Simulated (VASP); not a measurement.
The system is CuF.

```
Cu F
1.0
     2.22183    0.00000    0.00000
     0.00000    2.22183    0.00000
     0.00000    0.00000    2.22183
Cu F
1 1
Cartesian
  0.0000 0.0000 0.0000
  1.1109 1.1109 1.1109
```

The cell was built by a generator and needn't be a form met in nature.

- Program: VASP 6.6.1
- Task: relaxation of cell and atoms
- Functional: PBE
- Potentials or basis: VASP PAW PBE potentials, release 64 (Cu, F)
- Cutoff: 600 eV
- k mesh: 10 × 10 × 10
- Occupations: fermi-dirac, width 0.02 eV
- Spin: no spin polarisation

At the start: pressure 340.6 GPa; volume 5.48 Å³/atom.

Q: How do energy, volume and symmetry change on relaxing?

A: Over 9 steps the energy falls by 2878.0 meV/atom and the volume is 10.03 Å³/atom (+82.9 %); space group Pm-3m (No. 221, to 0.05 Å).

Step by step:
| step | energy change (eV) | largest force (eV/Å) | pressure (GPa) | volume (Å³) |
| --- | --- | --- | --- | --- |
| 1 | 0.0000 | 0.0000 | 340.58 | 10.97 |
| 2 | 1.6651 | 0.0000 | -96.61 | 41.83 |
| 3 | -5.6078 | 0.0000 | -18.25 | 22.47 |
| 4 | -5.7275 | 0.0000 | -8.73 | 21.09 |
| 5 | -5.7560 | 0.0000 | 0.20 | 20.05 |
| 6 | -5.7548 | 0.0000 | -1.94 | 20.27 |
| 7 | -5.7556 | 0.0000 | 1.06 | 19.95 |
| 8 | -5.7560 | 0.0000 | -0.15 | 20.07 |
| 9 | -5.7560 | 0.0000 | 0.05 | 20.06 |

Final structure:
```
Cu F
1.0
     2.71695    0.00000    0.00000
     0.00000    2.71695    0.00000
     0.00000    0.00000    2.71695
Cu F
1 1
Direct
  0.00000 0.00000 0.00000
  0.50000 0.50000 0.50000
```

Caveat: the volume moved by over 15 % at a fixed basis, so the end points are rough; the run has no spin polarisation, though such a crystal can be magnetic.
